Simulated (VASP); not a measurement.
OSZICAR of a VASP run on ZnS (wurtzite):

**OSZICAR**
```
       N       E                     dE             d eps       ncg     rms          rms(c)
DAV:   1     0.233439758592E+03    0.23344E+03   -0.17492E+04  1056   0.196E+03
DAV:   2     0.111102701953E+02   -0.22233E+03   -0.21808E+03  1086   0.381E+02
DAV:   3    -0.101866054507E+02   -0.21297E+02   -0.20750E+02  1278   0.120E+02
DAV:   4    -0.107367079396E+02   -0.55010E+00   -0.54952E+00  1200   0.195E+01
DAV:   5    -0.107463604540E+02   -0.96525E-02   -0.96511E-02  1296   0.267E+00    0.123E+01
DAV:   6    -0.642614466489E+01    0.43202E+01   -0.11978E+01  1278   0.691E+01    0.605E+00
DAV:   7    -0.549689193695E+01    0.92925E+00   -0.20545E+00  1136   0.149E+01    0.336E+00
DAV:   8    -0.477153885311E+01    0.72535E+00   -0.12973E+00  1164   0.152E+01    0.204E+00
DAV:   9    -0.536527898959E+01   -0.59374E+00   -0.59863E-01  1216   0.120E+01    0.638E-01
DAV:  10    -0.552172048418E+01   -0.15644E+00   -0.30826E-01  1056   0.610E+00    0.740E-01
DAV:  11    -0.565462245287E+01   -0.13290E+00   -0.60516E-02  1194   0.309E+00    0.439E-01
DAV:  12    -0.564811753943E+01    0.65049E-02   -0.10969E-02  1110   0.876E-01    0.181E-01
DAV:  13    -0.565172326304E+01   -0.36057E-02   -0.16571E-03  1294   0.460E-01    0.136E-01
DAV:  14    -0.565063888714E+01    0.10844E-02   -0.26974E-03  1068   0.361E-01    0.929E-02
DAV:  15    -0.565508192052E+01   -0.44430E-02   -0.12995E-03  1104   0.487E-01    0.652E-02
DAV:  16    -0.565508343846E+01   -0.15179E-05   -0.25219E-04  1266   0.141E-01    0.396E-02
DAV:  17    -0.565524616464E+01   -0.16273E-03   -0.61453E-05  1122   0.672E-02    0.352E-02
DAV:  18    -0.565525589984E+01   -0.97352E-05   -0.56836E-05  1104   0.538E-02    0.743E-03
DAV:  19    -0.565526933357E+01   -0.13434E-04   -0.70678E-06  1278   0.297E-02    0.530E-03
DAV:  20    -0.565527415360E+01   -0.48200E-05   -0.10054E-06  1170   0.104E-02    0.561E-03
DAV:  21    -0.565528163964E+01   -0.74860E-05   -0.35675E-06  1128   0.142E-02    0.779E-04
DAV:  22    -0.565528186447E+01   -0.22483E-06   -0.21425E-07   984   0.527E-03    0.565E-04
DAV:  23    -0.565528189491E+01   -0.30443E-07   -0.80164E-08   684   0.571E-03
   1 F= -.56552819E+01 E0= -.56552819E+01  d E =-.565528E+01
```

Task: Which electronic solver shows in the log?

Result: It is blocked Davidson (ALGO = Normal, or the opening steps of other solvers). The INCAR had ALGO = Normal.

Task: Can the final energy be trusted as converged?

Result: Self-consistency was reached. It stopped with EDIFF = 1E-7, NELM = 100, NSW = 30 and EDIFFG = -0.01 after 1 ionic step (revTPSS meta-GGA, plane waves, VASP's PBE PAW potentials (set 64)).

The compound is ZnS in the wurtzite structure, the high-temperature form. This cell is one point of a volume scan, at 1.03 of the reference volume.
